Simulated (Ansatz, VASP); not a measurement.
**One calculation of Cr3Co, two programs**

```
Cr Co
1.0
     3.53506    0.00000    0.00000
     0.00000    3.53506    0.00000
     0.00000    0.00000    3.53506
Cr Co
3 1
Cartesian
  0.0000 1.7675 1.7675
  1.7675 0.0000 1.7675
  1.7675 1.7675 0.0000
  0.0000 0.0000 0.0000
```

Alike in both runs: task relaxation of cell and atoms; functional PBE; k mesh 6 × 6 × 6; occupations gaussian, width 0.1 eV; no spin polarisation.

|  | VASP | Ansatz |
| --- | --- | --- |
| version | VASP 6.6.1 | Ansatz 0.2.0 |
| potentials or method | VASP PAW PBE potentials, release 64 (Cr_pv, Co) | scalar-relativistic, plane waves, PAW |
| plane-wave cutoff (eV) | 600 | 420 |
| valence electrons in the cell | 45 | 59 |

VASP gave:

```
gap on the k mesh at the Fermi level, each at its own relaxed structure (eV) : none
relaxed volume (Å³/atom)                                                     : 11.31
relaxed cell length with the largest relative difference (Å)                 : 3.563
energy change over the relaxation (meV/atom)                                 : -5
```

Task: Estimate Ansatz's values.

Result: gap on the k mesh at the Fermi level, each at its own relaxed structure (eV): none; relaxed volume (Å³/atom): 11.33; relaxed cell length with the largest relative difference (Å): 3.565; energy change over the relaxation (meV/atom): -6.

A gap of «none» marks a metal or a gap that the smearing closes. The two sets of potentials don't hold the same shells in valence.

Caveats: the run has no spin polarisation, though such a crystal can be magnetic. Spin polarisation is off, so any magnetic state and its effect on volume and gap are missing.
